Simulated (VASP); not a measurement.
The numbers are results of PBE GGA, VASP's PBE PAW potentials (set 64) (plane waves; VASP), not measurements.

VASP input:

File KPOINTS:
```
Automatic
0
gamma
12 12 12
```

### INCAR
```
SYSTEM  =  MoSi2
PREC  =  Accurate; ENCUT  =  480; LREAL  =  F
LASPH  =  T
EDIFF  =  1E-7; NELM  =  100; ALGO  =  Normal
LMAXMIX  =  4
ISMEAR  =  1; SIGMA  =  0.1
GGA  =  PE
IBRION  =  2; NSW  =  40; ISIF  =  3
EDIFFG  =  -0.01; PSTRESS  =  20
LWAVE  =  F; LCHARG  =  F
```

File POSCAR:
```
MoSi2
1
   -1.6030893248     1.6030893248     3.9277568068
    1.6030893248    -1.6030893248     3.9277568068
    1.6030893248     1.6030893248    -3.9277568068
Si Mo
2 1
Direct
  0.6650795098   0.6650795098   1.0000000000
  0.3349204902   0.3349204902   1.0000000000
  1.0000000000   1.0000000000   0.0000000000
```

POTCAR, in this order: Si Mo_sv (PBE.64 set). Program: vasp_std.

Output of the run:

### OSZICAR
```
       N       E                     dE             d eps       ncg     rms          rms(c)
DAV:   1     0.116616639317E+03    0.11662E+03   -0.11048E+04  4930   0.131E+03
DAV:   2    -0.212282169030E+02   -0.13784E+03   -0.13584E+03  6045   0.326E+02
DAV:   3    -0.241522059559E+02   -0.29240E+01   -0.28851E+01  6585   0.425E+01
DAV:   4    -0.241665714888E+02   -0.14366E-01   -0.14364E-01  5632   0.345E+00
DAV:   5    -0.241666935366E+02   -0.12205E-03   -0.12204E-03  6647   0.297E-01    0.214E+01
DAV:   6    -0.234203256311E+02    0.74637E+00   -0.75137E+00  5716   0.187E+01    0.468E+00
DAV:   7    -0.232935671137E+02    0.12676E+00   -0.11437E+00  5564   0.682E+00    0.447E+00
DAV:   8    -0.232588920847E+02    0.34675E-01   -0.12138E-01  5870   0.291E+00    0.458E-01
DAV:   9    -0.232582165328E+02    0.67555E-03   -0.22627E-03  5975   0.429E-01    0.250E-01
DAV:  10    -0.232581809796E+02    0.35553E-04   -0.72203E-04  5905   0.252E-01    0.571E-02
DAV:  11    -0.232581681041E+02    0.12876E-04   -0.26986E-04  5877   0.130E-01    0.411E-02
DAV:  12    -0.232581626502E+02    0.54539E-05   -0.29898E-05  5583   0.403E-02    0.921E-03
DAV:  13    -0.232581622248E+02    0.42536E-06   -0.10427E-06  6311   0.679E-03    0.142E-03
DAV:  14    -0.232581621238E+02    0.10100E-06   -0.23088E-08  3019   0.111E-03    0.842E-04
DAV:  15    -0.232581620937E+02    0.30144E-07   -0.21095E-09  2662   0.396E-04
   1 F= -.22754152E+02 E0= -.22754013E+02  d E =-.227542E+02
```

File OUTCAR:
```
------------------------ aborting loop because EDIFF is reached ----------------------------------------
  FORCE on cell =-STRESS in cart. coord.  units (eV):
  Direction    XX          YY          ZZ          XY          YZ          ZX
  --------------------------------------------------------------------------------------
  Total        0.5145305      0.5145305      0.4821006      0.0000000     -0.0000000     -0.0000000
  in kB       20.4174589     20.4174589     19.1305824      0.0000000     -0.0000000     -0.0000000
  external PRESSURE =      -0.0114999 kB  Pullay stress =      20.0000000 kB
  volume of cell :       40.38
      direct lattice vectors                 reciprocal lattice vectors
    -1.603089325  1.603089325  3.927756807     0.000000000  0.311897779  0.127299124
     1.603089325 -1.603089325  3.927756807     0.311897779  0.000000000  0.127299124
     1.603089325  1.603089325 -3.927756807     0.311897779  0.311897779  0.000000000
 POSITION                                       TOTAL-FORCE (eV/Angst)
 -----------------------------------------------------------------------------------
      0.00000      0.00000      5.22454         0.000000      0.000000      0.005362
      0.00000      0.00000      2.63097        -0.000000     -0.000000     -0.005362
      0.00000      0.00000      0.00000         0.000000      0.000000      0.000000
 -----------------------------------------------------------------------------------
    total drift:                                0.000000     -0.000000     -0.000000
  FREE ENERGIE OF THE ION-ELECTRON SYSTEM (eV)
  ---------------------------------------------------
  free  energy   TOTEN  =       -23.2581620937 eV

  energy  without entropy=      -23.2577467419  energy(sigma->0) =      -23.25802364
  enthalpy is  TOTEN    =       -22.7541517625 eV   P V=        0.5040103312

 reached required accuracy - stopping structural energy minimisation
```
(Selected blocks of OUTCAR.)

The compound is MoSi2 in the MoSi2 type structure. It was relaxed first under an external pressure of 2 GPa.
